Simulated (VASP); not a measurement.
The system is Lu3Si.

```
Lu Si
1.0
     4.54142    0.00000    0.00000
     0.00000    4.54142    0.00000
     0.00000    0.00000    4.54142
Lu Si
3 1
Direct
  0.00000 0.50000 0.50000
  0.50000 0.00000 0.50000
  0.50000 0.50000 0.00000
  0.00000 0.00000 0.00000
```

The cell comes from a database or a generator and needn't be the stable form of this composition.

Base run:

| Item | Value |
| --- | --- |
| Program | VASP 6.6.1 |
| Functional | PBE |
| Potentials or basis | VASP PAW PBE potentials, release 64 (Lu, Si) |
| Cutoff | 520 eV |
| k mesh | 5 × 5 × 5, shifted |
| Occupations | gaussian, width 0.05 eV |
| Spin | no spin polarisation |

Its results: band gap on the k mesh none (metal or under the smearing width); pressure -0.7 GPa.

Task: The run is repeated on the same cell with these changes: occupations from gaussian, width 0.05 eV to gaussian, width 0.2 eV; further incar settings from ALGO = Fast; EDIFF = 1e-07; NBANDS = 48 to ALGO = Fast; EDIFF = 1e-06; NBANDS = 48. What comes out?

Result: Band gap on the k mesh none (metal or under the smearing width); pressure -3.6 GPa.
